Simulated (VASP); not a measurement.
# Nickel under strain, part 3 of 5

Aim: follow the pressure of Nickel through compression, expansion and shear. All runs use PBE. Left out of this account: 1 further run (fields: a reference on another mesh). The start is a cell from a database of measured crystal structures.

VASP 6.6.1; PBE, spin-polarised from a ferromagnetic start (one magnetic atom a cell); plane waves and PAW (Ni).

Still holding for the runs below: The cell holds one magnetic atom, so no antiferromagnetic order fits into it.

So far, pressure (GPa): step 2 (bands, cell as listed) -1.50; step 3 (cell volume +4.0 %) -8.20.

### 4. Bands, volume times 1.08

The cell is expanded evenly, with fractional positions held.

Input file INCAR:

```
SYSTEM = Ni
PREC = Accurate
ENCUT = 400
EDIFF = 1E-06
NELM = 100
ISMEAR = -1
SIGMA = 0.05
LREAL = .FALSE.
ALGO = Normal
GGA = PE
NBANDS = 17
ISPIN = 2
MAGMOM = 1
LASPH = .TRUE.
LMAXMIX = 4
LORBIT = 11
LWAVE = .FALSE.
LCHARG = .FALSE.
KPAR = 2
```

Input file POSCAR:

```
Ni
1.0
    0.0000000000      1.8077198818      1.8077198818
    1.8077198818      0.0000000000      1.8077198818
    1.8077198818      1.8077198818      0.0000000000
Ni
1
Direct
    0.0000000000      0.0000000000      0.0000000000
```

Input file KPOINTS:

```
Automatic mesh
0
Gamma
19 19 19
0 0 0
```

Input file KPOINTS_OPT:

```
Line mode
16
Line-mode
Reciprocal
  0.00000000   0.00000000   0.00000000 GAMMA
  0.50000000   0.00000000   0.50000000 X

  0.50000000   0.00000000   0.50000000 X
  0.50000000   0.25000000   0.75000000 W

  0.50000000   0.25000000   0.75000000 W
  0.37500000   0.37500000   0.75000000 K

  0.37500000   0.37500000   0.75000000 K
  0.00000000   0.00000000   0.00000000 GAMMA

  0.00000000   0.00000000   0.00000000 GAMMA
  0.50000000   0.50000000   0.50000000 L

  0.50000000   0.50000000   0.50000000 L
  0.62500000   0.25000000   0.62500000 U

  0.62500000   0.25000000   0.62500000 U
  0.50000000   0.25000000   0.75000000 W

  0.50000000   0.25000000   0.75000000 W
  0.50000000   0.50000000   0.50000000 L

  0.50000000   0.50000000   0.50000000 L
  0.37500000   0.37500000   0.75000000 K

  0.62500000   0.25000000   0.62500000 U
  0.50000000   0.00000000   0.50000000 X
```

PAW data sets: Ni (PBE family, release 64).

The run is started by

```sh
mpirun -np 2 vasp_std
```

Log:

```text
[... set-up lines as in an earlier step ...]
 entering main loop
       N       E                     dE             d eps       ncg     rms          rms(c)
DAV:   1     0.301508584710E+02    0.30151E+02   -0.33482E+03 16239   0.606E+02
DAV:   2    -0.512940988920E+01   -0.35280E+02   -0.32580E+02 17138   0.130E+02
DAV:   3    -0.644782181600E+01   -0.13184E+01   -0.13046E+01 18206   0.257E+01
DAV:   4    -0.645393511303E+01   -0.61133E-02   -0.61118E-02 18469   0.162E+00
DAV:   5    -0.645398172287E+01   -0.46610E-04   -0.46606E-04 18639   0.130E-01    0.930E+00
DAV:   6    -0.588193199714E+01    0.57205E+00   -0.14772E+01 22376   0.368E+01    0.682E+00
DAV:   7    -0.545125044675E+01    0.43068E+00   -0.29401E+00 21008   0.146E+01    0.171E+00
DAV:   8    -0.544102179543E+01    0.10229E-01   -0.21520E-02 18547   0.777E-01    0.897E-01
DAV:   9    -0.543804199193E+01    0.29798E-02   -0.28424E-03 23539   0.303E-01    0.250E-01
DAV:  10    -0.543749188801E+01    0.55010E-03   -0.75079E-04 25013   0.149E-01    0.400E-02
DAV:  11    -0.543747507972E+01    0.16808E-04   -0.62995E-05 22126   0.515E-02    0.305E-02
DAV:  12    -0.543747574421E+01   -0.66449E-06   -0.16151E-06 14912   0.845E-03
   1 F= -.54374757E+01 E0= -.54297356E+01  d E =-.154802E-01  mag=     0.6665
 Start KPOINTS_OPT (optional k-point list driver)
k-point batch [1-160\160]
       N       E                     dE             ncg
DAV:   1     0.171954524413E+05   -0.50506E+05    11643
DAV:   2     0.111016749751E+05   -0.60938E+04    11970
DAV:   3     0.108688469556E+05   -0.23283E+03    13909
DAV:   4     0.108679349633E+05   -0.91199E+00    13611
DAV:   5     0.108679308099E+05   -0.41534E-02    13996
DAV:   6     0.108679307770E+05   -0.32863E-04    13288
DAV:   7     0.108679307766E+05   -0.40924E-06    11270
```

Wall time 21 s (2 MPI ranks of AMD EPYC 9R45, shared host); peak memory 0.31 GiB; 39 s of CPU time.

From OUTCAR (step 4):

```text
  LATTYP: Found a face centered cubic cell.
 ALAT       =     3.6154397636

The static configuration has the point symmetry O_h .

 Found    220 irreducible k-points:

   dimension x,y,z NGX =    18 NGY =   18 NGZ =   18
   dimension x,y,z NGXF=    36 NGYF=   36 NGZF=   36

   ENCUT  =  400.0 eV  29.40 Ry    5.42 a.u.   4.17  4.17  4.17*2*pi/ulx,y,z

   NELECT =      10.0000    total number of electrons

 E-fermi :   8.2710

 spin component 1
 k-point     1 :       0.0000    0.0000    0.0000
  band No.  band energies     occupation
    ...
      2       5.9989      1.00000
      3       5.9989      1.00000
      4       5.9989      1.00000
      5       7.0540      1.00000
      6       7.0540      1.00000
      7      31.2880      0.00000
      8      34.5033      0.00000
      9      34.5033      0.00000
     10      34.5033      0.00000
     11      37.2230      0.00000
    ...

 k-point     2 :       0.0526    0.0000    0.0000
  band No.  band energies     occupation
    ...
      2       5.9743      1.00000
      3       6.0200      1.00000
      4       6.0200      1.00000
      5       7.0446      1.00000
      6       7.0446      1.00000
      7      30.8857      0.00000
      8      33.1394      0.00000
      9      34.2166      0.00000
     10      34.2166      0.00000
     11      37.6365      0.00000
    ...

 k-point     3 :       0.1053    0.0000    0.0000
  band No.  band energies     occupation
    ...
      2       5.9077      1.00000
      3       6.0777      1.00000
      4       6.0777      1.00000
      5       7.0241      1.00000
      6       7.0241      1.00000
      7      29.0262      0.00000
      8      32.2311      0.00000
      9      33.6491      0.00000
     10      33.6491      0.00000
     11      38.5373      0.00000
    ...

 k-point     4 :       0.1579    0.0000    0.0000
  band No.  band energies     occupation
    ...
      2       5.8187      1.00000
      3       6.1492      1.00000
      4       6.1492      1.00000
      5       7.0126      1.00000
      6       7.0126      1.00000
      7      26.4269      0.00000
      8      31.9240      0.00000
      9      33.0775      0.00000
     10      33.0775      0.00000
     11      38.5517      0.00000
    ...

  Total       -0.9925635     -0.9925635     -0.9925635      0.0000000      0.0000000      0.0000000
  in kB     -134.6001322   -134.6001322   -134.6001322      0.0000000      0.0000000      0.0000000
  external PRESSURE =    -134.6001322 kB  Pullay stress =       0.0000000 kB

  energy-cutoff  :      400.00
  volume of cell :       11.81
      direct lattice vectors                 reciprocal lattice vectors
     0.000000000  1.807719882  1.807719882    -0.276591526  0.276591526  0.276591526
     1.807719882  0.000000000  1.807719882     0.276591526 -0.276591526  0.276591526
     1.807719882  1.807719882  0.000000000     0.276591526  0.276591526 -0.276591526

 POSITION                                       TOTAL-FORCE (eV/Angst)
 -----------------------------------------------------------------------------------
      0.00000      0.00000      0.00000         0.000000      0.000000     -0.000000
 -----------------------------------------------------------------------------------
    total drift:                                0.000000     -0.000000      0.000000

  FREE ENERGIE OF THE ION-ELECTRON SYSTEM (eV)
  ---------------------------------------------------
  free  energy   TOTEN  =        -5.4374757442 eV

  energy  without entropy=       -5.4219954979  energy(sigma->0) =       -5.42973562

 total charge
# of ion       s       p       d       tot
------------------------------------------
    1        0.465   0.430   8.277   9.172

 magnetization (x)
# of ion       s       p       d       tot
------------------------------------------
    1       -0.006  -0.025   0.717   0.686

[... 4 parts as in an earlier step ...]

[... 9 further parts left out ...]
```

Numbers from this step:

| Property | Result |
| --- | --- |
| free energy (TOTEN) | -5.437 eV |
| energy at zero smearing | -5.430 eV |
| Fermi energy | 8.271 eV |
| pressure | -13.46 GPa |
| moment of the cell, from the last line of the log | 0.6665 μB |

Spin moment in the PAW sphere by atom:

```csv
atom,spin moment in the PAW sphere (μB)
Ni1,0.686
```

Spin up. The electronic bands at the labelled points (eV, zero at the Fermi level; # counts the bands kept):

```csv
point,#2,#3,#4,#5,#6,#7
Γ,-2.27,-2.27,-2.27,-1.22,-1.22,23.02
0.53 of the way,-3.16,-1.71,-1.45,-1.45,-0.88,17.71
X,-3.82,-0.59,-0.55,-0.55,2.40,8.49
0.47 of the way,-3.61,-1.49,-0.84,-0.55,3.91,8.70
W,-2.82,-2.82,-1.27,-0.55,7.27,7.27
0.47 of the way,-3.24,-2.32,-1.18,-0.63,5.94,7.23
K,-3.38,-1.97,-1.07,-0.77,5.37,6.83
0.47 of the way,-2.82,-2.23,-1.63,-1.61,-0.31,13.45
Γ,-2.27,-2.27,-2.27,-1.22,-1.22,23.02
0.47 of the way,-2.55,-2.06,-2.06,-1.20,-1.20,14.39
L,-2.24,-2.24,-0.65,-0.65,-0.15,5.08
0.47 of the way,-2.63,-2.09,-1.87,-0.71,2.36,5.34
U,-3.38,-1.97,-1.07,-0.77,5.37,6.83
0.47 of the way,-3.28,-2.25,-1.16,-0.66,5.81,7.15
W,-2.82,-2.82,-1.27,-0.55,7.27,7.27
0.47 of the way,-2.89,-2.39,-1.63,-0.74,3.43,5.60
L,-2.24,-2.24,-0.65,-0.65,-0.15,5.08
0.47 of the way,-2.63,-2.09,-1.87,-0.71,2.36,5.34
K,-3.38,-1.97,-1.07,-0.77,5.37,6.83
jump to U,-3.38,-1.97,-1.07,-0.77,5.37,6.83
0.47 of the way,-3.69,-1.18,-0.76,-0.62,3.47,8.61
X,-3.82,-0.59,-0.55,-0.55,2.40,8.49
```

The electronic bands as a text plot (rows in eV, shown from -8.0 to 5.1 only):

```
    4.8 |           *                               *   *
    4.3 |                                                   * *
    3.7 |          *      *                  *
    3.2 |                                                      *
    2.6 |        **                         *        *     *    *
    2.1 |                                             *
    1.5 |       *          *                              *
    1.0 |                   *              *           *
    0.4 |                                                *
   -0.1 |                    *           **             *
   -0.6 |    *************    *         *************************
   -1.2 |******    **********  **********     *******  * *  ****
   -1.7 |   ***            *****           *** *     **   **  *
   -2.3 |***        ** **** ******************* **   *********
   -2.8 |   *        **   ******            **   *****     **
   -3.4 |    ***    ********                 ********       ***
   -3.9 |       *****       *               *        **   **  ***
   -4.5 |      ***                      ****           ***      *
   -5.0 |     *              *         *
   -5.5 |    *
   -6.1 |                             *
   -6.6 |   *                 *
   -7.2 |                      *     *
   -7.7 | **                    *   *
         Γ       X    W  K        Γ      L     U  W     L   K|U X
```

Spin down. The electronic bands at the labelled points (eV, zero at the Fermi level; # counts the bands kept):

```csv
point,#1,#2,#3,#4,#5,#6,#7
Γ,-8.50,-1.47,-1.47,-1.47,-0.60,-0.60,22.83
0.53 of the way,-5.41,-2.44,-1.21,-0.60,-0.60,-0.24,17.78
X,-3.83,-3.16,0.05,0.36,0.36,2.34,8.74
0.47 of the way,-3.51,-2.95,-0.78,-0.22,0.36,4.05,8.93
W,-2.99,-2.17,-2.17,-0.67,0.36,7.44,7.44
0.47 of the way,-3.05,-2.61,-1.66,-0.57,0.27,6.12,7.41
K,-3.14,-2.81,-1.31,-0.46,0.12,5.56,7.01
0.47 of the way,-5.03,-2.11,-1.59,-1.01,-0.79,0.41,13.61
Γ,-8.50,-1.47,-1.47,-1.47,-0.60,-0.60,22.83
0.47 of the way,-6.61,-1.83,-1.31,-1.31,-0.51,-0.51,14.52
L,-3.97,-1.58,-1.58,-0.22,0.14,0.14,5.52
0.47 of the way,-3.37,-2.16,-1.49,-1.21,0.10,2.62,5.72
U,-3.14,-2.81,-1.31,-0.46,0.12,5.56,7.01
0.47 of the way,-3.07,-2.66,-1.59,-0.55,0.25,6.00,7.32
W,-2.99,-2.17,-2.17,-0.67,0.36,7.44,7.44
0.47 of the way,-3.01,-2.46,-1.75,-0.98,0.09,3.67,5.94
L,-3.97,-1.58,-1.58,-0.22,0.14,0.14,5.52
0.47 of the way,-3.37,-2.16,-1.49,-1.21,0.10,2.62,5.72
K,-3.14,-2.81,-1.31,-0.46,0.12,5.56,7.01
jump to U,-3.14,-2.81,-1.31,-0.46,0.12,5.56,7.01
0.47 of the way,-3.61,-3.03,-0.45,-0.12,0.29,3.60,8.84
X,-3.83,-3.16,0.05,0.36,0.36,2.34,8.74
```

The electronic bands as a text plot (rows in eV, shown from -8.0 to 5.5 only):

```
    5.2 |           *                         *         *
    4.7 |                                           *       * *
    4.1 |                 *                  *
    3.5 |          *                                           *
    3.0 |         *                                  *     *
    2.4 |        *                          *                   *
    1.9 |                  *                          *   *
    1.3 |       *           *              *           *
    0.7 |                                                *
    0.2 |      ************  *          *************************
   -0.4 |*******   ******* ** ********** **   *****     *    ***
   -1.0 | *****           *******       *  ***     *** * **** *
   -1.5 |***        *  ***   ********************    *********
   -2.1 |   *        **   ******      *     *    ******   **
   -2.6 |    ***    ** ****                  ***** **       ***
   -3.2 |       *********  *                *******  *     * ****
   -3.8 |      *****        *            ***          *****    **
   -4.3 |                               *
   -4.9 |     *              *         *
   -5.5 |    *
   -6.0 |                             *
   -6.6 |   *                 *
   -7.2 |                      *     *
   -7.7 |  *                    *   *
         Γ       X    W  K        Γ      L     U  W     L   K|U X
```

 The pressure is -13.46 GPa.

Spin up: of the bands kept, 1 crosses the Fermi level on this path. Spin down: of the bands kept, 4 cross the Fermi level on this path.

(Continued in part 4 of 5.)

[Lines on the potential files, build, host, timing and source positions are cut from VASP's logs without a mark.]

[Logs are printed without paths, hosts, clocks, repeated set-up lines and the standing remarks that a program may print on its own settings, such as how far it seeks lower states.]

[Hosts, paths, dates, database ids (printed as entryN), source tags and the programs' standing remarks are cut or masked in the printed files.]

[A measured line is paired with the nearest computed mode of its activity, which favours agreement.]
